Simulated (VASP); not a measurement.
Here is a VASP 6.6.1 calculation.

File INCAR:

```
SYSTEM = CrTe2
PREC = Accurate
ENCUT = 520
EDIFF = 1E-7
ISMEAR = -1
SIGMA = 0.05
LREAL = .FALSE.
LASPH = .TRUE.
NELM = 120
ALGO = Fast
ISIF = 2
LWAVE = .FALSE.
LCHARG = .FALSE.
ISPIN = 2
MAGMOM = 3 3 0 0 0 0
LORBIT = 11
LMAXMIX = 4
NBANDS = 37
```

File KPOINTS:

```
Automatic mesh
0
G
  12 12 4
  0 0 0
```

File POSCAR:

```
CrTe2
1.0
    3.8100000000      0.0000000000      0.0000000000
   -1.9050000000      3.2995567884      0.0000000000
    0.0000000000      0.0000000000     12.2600000000
Cr Te
2 4
Direct
    0.0000000000      0.0000000000      0.0000000000
    0.0000000000      0.0000000000      0.5000000000
    0.3333333333      0.6666666667      0.1265000000
    0.3333333333      0.6666666667      0.6265000000
    0.6666666667      0.3333333333      0.3735000000
    0.6666666667      0.3333333333      0.8735000000
```

Potentials or basis: VASP PAW LDA potentials, release 64 (Cr_pv, Te).

The run is started by

```console
$ cat potpaw_LDA.64/Cr_pv/POTCAR potpaw_LDA.64/Te/POTCAR > POTCAR
$ mpirun -np 1 vasp_std > vasp.out
```

Q: What does it give for the largest force?

A: 0.399 eV/Å.

Q: What does it give for the site moments?

A: Cr +2.58; Te -0.14 μB.

Q: Estimate the pressure.

A: -5.1 GPa.

Q: Predict the band gap on the k mesh.

A: None (metal or under the smearing width).

Forces on the atoms (eV/Å):
```
Cr   0.000  0.000  0.000
Cr   0.000  0.000  0.000
Te   0.000  0.000 -0.399
Te   0.000  0.000 -0.399
Te   0.000  0.000  0.399
Te   0.000  0.000  0.399
```

Caveat: only a ferromagnetic start was run, and an antiferromagnetic order may lie lower in energy. The run has no spin-orbit coupling, so splittings on Te are missing.
